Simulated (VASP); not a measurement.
These are LDA (Ceperley-Alder, Perdew-Zunger), VASP's LDA PAW potentials (set 64) (plane waves; VASP) values and carry that method's errors.

A VASP calculation is set up with these files.

POSCAR:
```
Y
1
    1.7752141097    -3.0747612858    -0.0000000000
    1.7752141097     3.0747612858     0.0000000000
    0.0000000000     0.0000000000     5.4691249284
Y
2
Direct
  0.3333330000   0.6666670000   0.2500000000
  0.6666670000   0.3333330000   0.7500000000
```

**INCAR**
```
! general
SYSTEM =Y
PREC   =Accurate
ENCUT  =500
LREAL  =.False.
LASPH  =.True.   ! aspherical one-centre terms

! electronic loop
EDIFF  =1E-6
NELM   =100   ! most electronic steps
ALGO   =Normal   ! blocked Davidson
LMAXMIX=4

! smearing
ISMEAR =1
SIGMA  =0.1   ! width (eV)

! ions
IBRION =2   ! conjugate gradients
NSW    =40   ! most ionic steps
ISIF   =3
EDIFFG =-0.02

! output
LWAVE  =.False.
LCHARG =.False.
```

### KPOINTS
```
Automatic mesh
0
G
 12 12 7
```

POTCAR, in this order: Y_sv (LDA.64 set). Program: vasp_std.

The run wrote:

File OSZICAR:
```
       N       E                     dE             d eps       ncg     rms          rms(c)
DAV:   1     0.844239577565E+02    0.84424E+02   -0.11503E+04  2280   0.137E+03
DAV:   2    -0.699167398816E+01   -0.91416E+02   -0.90674E+02  2813   0.282E+02
DAV:   3    -0.141133002943E+02   -0.71216E+01   -0.70383E+01  4270   0.470E+01
DAV:   4    -0.142511367369E+02   -0.13784E+00   -0.13781E+00  2571   0.728E+00
DAV:   5    -0.142546937265E+02   -0.35570E-02   -0.35569E-02  3220   0.874E-01    0.354E+01
DAV:   6    -0.139431274742E+02    0.31157E+00   -0.39770E-01  2294   0.452E+00    0.217E+01
DAV:   7    -0.138956711389E+02    0.47456E-01   -0.75459E-01  3181   0.550E+00    0.167E+00
DAV:   8    -0.138844963909E+02    0.11175E-01   -0.12823E-01  2777   0.242E+00    0.480E-01
DAV:   9    -0.138845451214E+02   -0.48731E-04   -0.48758E-03  3066   0.549E-01    0.168E-01
DAV:  10    -0.138845036081E+02    0.41513E-04   -0.52003E-04  3128   0.205E-01    0.553E-02
DAV:  11    -0.138845053215E+02   -0.17133E-05   -0.25380E-05  3122   0.397E-02    0.471E-02
DAV:  12    -0.138845043531E+02    0.96840E-06   -0.62684E-06  2595   0.223E-02
   1 F= -.13884504E+02 E0= -.13883699E+02  d E =-.138845E+02
       N       E                     dE             d eps       ncg     rms          rms(c)
DAV:   1    -0.138910241357E+02   -0.65188E-02   -0.28813E-01  2280   0.435E+00    0.378E-01
DAV:   2    -0.138873565541E+02    0.36676E-02   -0.91797E-03  2476   0.676E-01    0.233E-01
DAV:   3    -0.138858837599E+02    0.14728E-02   -0.42315E-03  2938   0.482E-01    0.151E-01
DAV:   4    -0.138859009470E+02   -0.17187E-04   -0.15392E-04  2777   0.831E-02    0.530E-02
DAV:   5    -0.138858871181E+02    0.13829E-04   -0.41899E-05  2973   0.476E-02    0.608E-03
DAV:   6    -0.138858872155E+02   -0.97379E-07   -0.19844E-06  2019   0.103E-02
   2 F= -.13885887E+02 E0= -.13885278E+02  d E =-.138286E-02
       N       E                     dE             d eps       ncg     rms          rms(c)
DAV:   1    -0.138918348966E+02   -0.59478E-02   -0.30319E-01  2280   0.446E+00    0.389E-01
DAV:   2    -0.138879142713E+02    0.39206E-02   -0.97065E-03  2469   0.692E-01    0.239E-01
DAV:   3    -0.138863693430E+02    0.15449E-02   -0.43017E-03  2931   0.484E-01    0.159E-01
DAV:   4    -0.138863835156E+02   -0.14173E-04   -0.14874E-04  2743   0.823E-02    0.534E-02
DAV:   5    -0.138863674169E+02    0.16099E-04   -0.48529E-05  2966   0.512E-02    0.626E-03
DAV:   6    -0.138863675301E+02   -0.11314E-06   -0.21590E-06  2042   0.107E-02
   3 F= -.13886368E+02 E0= -.13885959E+02  d E =-.186318E-02
       N       E                     dE             d eps       ncg     rms          rms(c)
DAV:   1    -0.138893272877E+02   -0.29599E-02   -0.62448E-02  3302   0.181E+00    0.391E-01
DAV:   2    -0.138867586063E+02    0.25687E-02   -0.65505E-03  2891   0.598E-01    0.170E-01
DAV:   3    -0.138861999312E+02    0.55868E-03   -0.52314E-03  3777   0.396E-01    0.103E-01
DAV:   4    -0.138862940489E+02   -0.94118E-04   -0.29083E-04  2640   0.112E-01    0.529E-02
DAV:   5    -0.138864079816E+02   -0.11393E-03   -0.28306E-04  3874   0.725E-02    0.220E-02
DAV:   6    -0.138864067522E+02    0.12294E-05   -0.53667E-06  2501   0.155E-02    0.136E-02
DAV:   7    -0.138864090503E+02   -0.22981E-05   -0.27186E-06  1787   0.164E-02    0.367E-03
DAV:   8    -0.138864090091E+02    0.41273E-07   -0.27660E-07  1182   0.356E-03
   4 F= -.13886409E+02 E0= -.13886053E+02  d E =-.414790E-04
```

**OUTCAR**
```
------------------------ aborting loop because EDIFF is reached ----------------------------------------
  FORCE on cell =-STRESS in cart. coord.  units (eV):
  Direction    XX          YY          ZZ          XY          YZ          ZX
  --------------------------------------------------------------------------------------
  Total        0.0228618      0.0228618      0.0111196      0.0000000      0.0000000      0.0000000
  in kB        0.6151532      0.6151533      0.2992011      0.0000000      0.0000000      0.0000000
  external PRESSURE =       0.5098358 kB  Pullay stress =       0.0000000 kB
  volume of cell :       59.54
      direct lattice vectors                 reciprocal lattice vectors
     1.763329151 -3.054175928 -0.000000000     0.283554548 -0.163710281 -0.000000000
     1.763329151  3.054175928 -0.000000000     0.283554548  0.163710281 -0.000000000
     0.000000000  0.000000000  5.528164568     0.000000000  0.000000000  0.180891865
 POSITION                                       TOTAL-FORCE (eV/Angst)
 -----------------------------------------------------------------------------------
      1.76333      1.01806      1.38204         0.000000      0.000000      0.000000
      1.76333     -1.01806      4.14612        -0.000000     -0.000000     -0.000000
 -----------------------------------------------------------------------------------
    total drift:                               -0.000055      0.000504     -0.000010
  FREE ENERGIE OF THE ION-ELECTRON SYSTEM (eV)
  ---------------------------------------------------
  free  energy   TOTEN  =       -13.8864090091 eV

  energy  without entropy=      -13.8853411727  energy(sigma->0) =      -13.88605306

 reached required accuracy - stopping structural energy minimisation
```
(Selected blocks of OUTCAR.)

CONTCAR:
```
Y
   1.00000000000000
     1.7633291506721218   -3.0541759278379335   -0.0000000000000000
     1.7633291506721218    3.0541759278379335   -0.0000000000000000
     0.0000000000000000    0.0000000000000000    5.5281645681046481
  Y
     2
Direct
     0.3333330000000032    0.6666669999999968    0.2500000000000000
     0.6666669999999968    0.3333330000000032    0.7500000000000000
```

The compound is Y in the hcp structure. This run relaxes it. Symmetry was kept, so distortions that lower it aren't found.
